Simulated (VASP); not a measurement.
# SrMoO4: structure and properties in VASP, part 3 of 3

How well does PBEsol reproduce what experiment finds for SrMoO4? The cell is relaxed first, and properties follow on it. The start is a cell from a database of measured crystal structures.

VASP 6.6.1; PBEsol; plane waves and PAW (Sr_sv, Mo_sv, O).

So far, gap on the k-mesh (eV): step 2 (relaxing cell and atoms (PBEsol)) 3.70; step 6 (total and projected DOS (PBEsol)) 3.70; step 7 (volume scan with PBEsol, volume scale 0.94) 3.99; step 8 (volume scan with PBEsol, volume scale 0.96) 3.89; step 16 (response to an electric field (PBEsol)) 3.70. The relaxed cell has a = 5.390, c = 11.912 Å (conventional setting).

## Step 17: Optical spectrum (PBEsol) (continued)

The imaginary dielectric function has structure finer than the step of the table below, so its rows give means over 1 eV, whole bins alone (the curve runs from 0 to 25.0 eV). Peaks (eV: height): xx 4.8: 7.19, 7.8: 7.72, 9.8: 3.88, 21.6: 2.41; zz 4.5: 6.49, 7.4: 5.43, 9.0: 5.20, 23.4: 2.65.

The imaginary dielectric function by photon energy; means over each step:

```
photon energy (eV)      xx      zz
                 1  0.0187  0.0172
                 2  0.0482  0.0445
                 3   0.134   0.125
                 4    2.21    2.36
                 5    5.59    4.53
                 6    3.19    3.00
                 7    5.19    4.28
                 8    6.44    5.03
                 9    3.20    4.60
                10    3.30    2.95
                11    2.19    2.49
                12    1.53    1.74
                13    1.21    1.43
                14    1.10    1.29
                15   0.883    1.02
                16    1.08    1.11
                17    1.11    1.13
                18    1.24    1.25
                19    1.31    1.27
                20    1.28    1.27
                21    1.50    1.04
                22    1.88    1.40
                23    1.96    2.21
                24    1.96    2.10
```

The real dielectric function by photon energy:

```
photon energy (eV)       xx      zz
                 0     4.81    4.60
                 1     4.90    4.68
                 2     5.21    4.96
                 3     5.97    5.67
                 4     8.95    8.62
                 5     3.25    3.11
                 6     4.21    4.27
                 7     5.43    4.26
                 8   0.0178    1.95
                 9    0.327   0.778
                10   -0.405   0.117
                11  -0.0303   0.212
                12  -0.0603  0.0539
                13    0.435   0.430
                14    0.465   0.524
                15    0.929   0.743
                16     1.11   0.884
                17     1.15    1.16
                18     1.09   0.958
                19     1.21    1.21
                20     1.04   0.810
                21     1.67    1.15
                22    0.575    1.13
                23    0.779    1.38
                24   -0.434  -0.462
```

Its static limit, 4.74, stands beside 3.74 from the response with local fields; local fields, the finite band count and the meshes make the difference. The mean of ε2 over directions passes 5 % of its top at 3.69 eV, against a least direct gap of 3.70 eV on this mesh, so absorption sets in close to the direct gap.

## Step 18: Self-consistent run (PBEsol), changed input

A single point gives energy, forces and stress at these settings. Some settings are moved from the usual, to see what they do.

File INCAR:

```
SYSTEM = SrMoO4
PREC = Accurate
ENCUT = 520
EDIFF = 1E-06
NELM = 100
ISMEAR = 0
SIGMA = 0.05
LREAL = .FALSE.
ALGO = VeryFast
GGA = PS
NBANDS = 60
LASPH = .TRUE.
LORBIT = 11
LWAVE = .FALSE.
LCHARG = .FALSE.
KPAR = 8
ISIF = 2
NELMDL = -8
```

File POSCAR:

```
SrMoO4
1.0
   -5.3904756606      0.0000000003      0.0000000000
    0.0000000003      5.3904756606      0.0000000000
    2.6952378301     -2.6952378305     -5.9558744460
Sr Mo O
2 2 8
Direct
    0.7500000000      0.2500000000      0.5000000000
    0.0000000000      0.0000000000      0.0000000000
    0.2500000000      0.7500000000      0.5000000000
    0.5000000000      0.5000000000      0.0000000000
    0.0951284501      0.6930333090      0.6645803170
    0.4430333090      0.8194518669      0.1645803170
    0.5694518669      0.9715470080      0.6645803170
    0.7215470080      0.3451284501      0.1645803170
    0.6548715499      0.5569666910      0.8354196830
    0.3069666910      0.4305481331      0.3354196830
    0.1805481331      0.2784529920      0.8354196830
    0.0284529920      0.9048715499      0.3354196830
```

File KPOINTS:

```
Automatic mesh
0
Gamma
6 6 6
0 0 0
```

Potentials, in the order of the species: Sr_sv, Mo_sv and O (PBE family, release 64).

Launch:

```sh
mpirun -np 8 vasp_std
```

It took 2.6 min on 8 MPI ranks of Intel Xeon Platinum 8259CL at 2.50GHz (Skylake/Cascade Lake), shared host; peak memory 4.3 GiB.

ALGO and NELMDL act on the way to self-consistency or on speed; a fully converged result doesn't depend on them, though slow mixing can meet EDIFF with the stress still off.

Numbers from this step:

| Item | Value |
| --- | --- |
| SCF cycles | 28 |
| bands | 60 |
| irreducible k-points | 36 |
| free energy (TOTEN) | -100.0407 eV |
| Fermi energy | 1.825 eV |
| pressure | -0.02419 GPa |

Against the sound run “volume scan with PBEsol”, the energy at zero smearing moves by +0.0 meV an atom, the pressure by +0.02 GPa and the gap by -0.00 eV.

## Step 19: Results

* relaxed volume: 14.42 Å³/atom
* relaxed conventional cell a, b, c: 5.390, 5.390, 11.912 Å
* space group after relaxing, within 0.02 Å: I4_1/a (No. 88)
* band gap: 3.70 eV, direct
* gap among the points of the DOS mesh alone, an upper bound: 3.70 eV
* bulk modulus from the fit: 158 GPa
* volume from the fit: 14.4 Å³/atom
* electronic dielectric constant, mean: 3.74
* strongest peak of ε2, mean over directions: 7.77 eV
* ε1 at zero frequency, no local fields, mean: 4.74

**Reading.** With PBEsol, SrMoO4 relaxes to 14.42 Å³/atom in space group I4_1/a (held by the symmetry of the run), has a direct gap of 3.70 eV and has a bulk modulus of 158 GPa at fixed shape and positions, an upper bound. Against the listed cell the volume lies -1.5 % (a -0.2 %, c -1.1 %). Bands along the symmetry lines (PBEsol): On this path the gap is direct, 3.70 eV, with the valence top at Γ and the conduction bottom at Γ. Response to an electric field (PBEsol): The principal values of the electronic dielectric tensor with local fields are 3.73, 3.73 and 3.77. Response to an electric field (PBEsol): Mean Born effective charge: Sr1 2.92, Mo3 4.15, O5 -1.77 e. Semilocal functionals usually underestimate gaps. Spin-orbit coupling is left out; it would split some degenerate bands. No search among competing phases was made, and a listed structure need not be the one stable at ambient conditions. All values are for a static lattice at zero temperature.

Calculation against experiment:

| quantity | measured | PBEsol |
| --- | --- | --- |
| lattice constant a (Å) | 5.394 | 5.390 (-0.1 %) |
| lattice constant c (Å) | 12.019 | 11.912 (-0.9 %) |

Measured values from arxiv:0708.0028 (2007).

How well it matches: The lattice constant a is off by -0.1 %: good agreement. The lattice constant c is off by -0.9 %: fair agreement. The grades are ours: good and fair within 0.7 and 1.5 % for the lattice constant a and 0.8 and 2 % for the lattice constant c. Zero-point motion and thermal expansion are not in the computed lattice constants.

[Lines on the potential files, build, host, timing and source positions are cut from VASP's logs without a mark.]

[Logs are printed without paths, hosts, clocks, repeated set-up lines and the standing remarks that a program may print on its own settings, such as how far it seeks lower states.]

[Hosts, paths, dates, database ids (printed as entryN), source tags and the programs' standing remarks are cut or masked in the printed files.]

[A measured line is paired with the nearest computed mode of its activity, which favours agreement.]
